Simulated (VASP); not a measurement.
Here is the system:

```yaml
crystal:
  lattice:
    - [4.30917, 0.00000, 0.00000]
    - [0.00000, 4.30917, 0.00000]
    - [0.00000, 0.00000, 27.22296]
  atoms:
    - { symbol: Sr, position: [0.00000, 0.50000, 0.33134] }
    - { symbol: Sr, position: [0.50000, 0.00000, 0.44342] }
    - { symbol: Sr, position: [0.00000, 0.50000, 0.55658] }
    - { symbol: Sr, position: [0.50000, 0.00000, 0.66866] }
```

Calculation: r2SCAN meta-GGA, VASP's PBE PAW potentials (set 64) (plane waves; VASP). Settings: PREC = Normal, 400 eV cut-off, 7×7×1 Γ-centred mesh, first-order Methfessel-Paxton smearing of 0.10 eV, potentials Sr_sv.

Task: Estimate the energy per atom (σ→0), band gap (on the k-mesh) with the smallest direct gap where there is one.

Result: 
```
Item                                                        Result
------------------------  ----------------------------------------
band gap (on the k-mesh)  none (metal, semimetal or under 0.01 eV)
energy per atom (σ→0)                              -14.881 eV/atom
```

The absolute energy has meaning only against runs of the same code, potentials and settings.

The cell is a thin slab with vacuum, built from Sr (fcc): (100) face.
